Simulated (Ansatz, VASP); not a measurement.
**One calculation of GaB, two programs**

The input INCAR:

```
PREC     = Accurate       # precision mode
ENCUT    = 600            # plane-wave cutoff, eV
EDIFF    = 1E-6           # SCF threshold, eV
ISMEAR   = -1             # smearing method
SIGMA    = 0.05           # smearing width, eV
LREAL    = False          # projectors in reciprocal space
LASPH    = True           # aspherical terms in the spheres
NELM     = 100            # most SCF steps
ALGO     = Fast           # electronic algorithm
ISIF     = 3              # what is computed and relaxed
LWAVE    = False          # write WAVECAR
LCHARG   = False          # write CHGCAR
GGA      = PS             # functional
IVDW     = 13             # dispersion correction
IBRION   = 2              # ionic algorithm
NSW      = 40             # ionic steps
EDIFFG   = -0.02          # ionic threshold
```

Contents of KPOINTS:

```
Automatic mesh
0
Gamma
  10 10 8
```

Contents of POSCAR:

```
GaB
1.0
    2.7182400000      0.0000000000      0.0000000000
    0.0000000000      2.7182400000      0.0000000000
    0.0000000000      0.0000000000      3.2362100000
Ga B
1 1
Direct
    0.5000000000      0.5000000000      0.5000000000
    0.0000000000      0.0000000000      0.0000000000
```

Contents of input.yaml:

```yaml
crystal:
  lattice:
    - [2.71824, 0.0, 0.0]
    - [0.0, 2.71824, 0.0]
    - [0.0, 0.0, 3.23621]
  atoms:
    - { symbol: Ga, position: [0.5, 0.5, 0.5] }
    - { symbol: B, position: [0.0, 0.0, 0.0] }
hamiltonian:
  xc: pbesol
  pseudopotentials: { kind: paw }
  dispersion: d4
kpoints:
  mp_grid: { grid: [10, 10, 8] }
scf:
  occupations: { method: fermi_dirac, width: 0.05 }
output:
  forces: true
  stress: true
  eigenvalues: true
relax:
  f_tol: 0.01
  max_steps: 40
  cell: { stress_tol: 0.05 }
```

The cell was built by a generator and needn't be a form met in nature.

Alike in both runs: task relaxation of cell and atoms; functional PBEsol; dispersion D4; k mesh 10 × 10 × 8; occupations fermi-dirac, width 0.05 eV; no spin polarisation.

|  | VASP | Ansatz |
| --- | --- | --- |
| version | VASP 6.6.1 | Ansatz 0.2.0 |
| potentials or method | VASP PAW PBE potentials, release 64 (Ga_d, B) | Ansatz PAW |
| plane-wave cutoff (eV) | 600 | 420 |
| valence electrons in the cell | 16 | 16 |

Ansatz gave:

```
gap on the k mesh at the Fermi level, each at its own relaxed structure (eV) : none
relaxed volume (Å³/atom)                                                     : 11.12
relaxed cell length with the largest relative difference (Å)                 : 3.196
energy change over the relaxation (meV/atom)                                 : -20
```

Estimate VASP's values.

gap on the k mesh at the Fermi level, each at its own relaxed structure (eV): none; relaxed volume (Å³/atom): 11.14; relaxed cell length with the largest relative difference (Å): 3.201; energy change over the relaxation (meV/atom): -20.

A gap of «none» marks a metal or a gap that the smearing closes.

Caveats: pairwise dispersion overbinds metals, which lowers pressure and volume; the PAW data sets were made with another functional, which shifts forces and pressure a little (VASP); the plane-wave basis is chosen anew once the cell has moved, so the energies of steps on either side of that aren't comparable (Ansatz); the PAW data sets come from PBE, with cores solved anew for the run's functional, which leaves a small shift of forces and pressure (Ansatz).
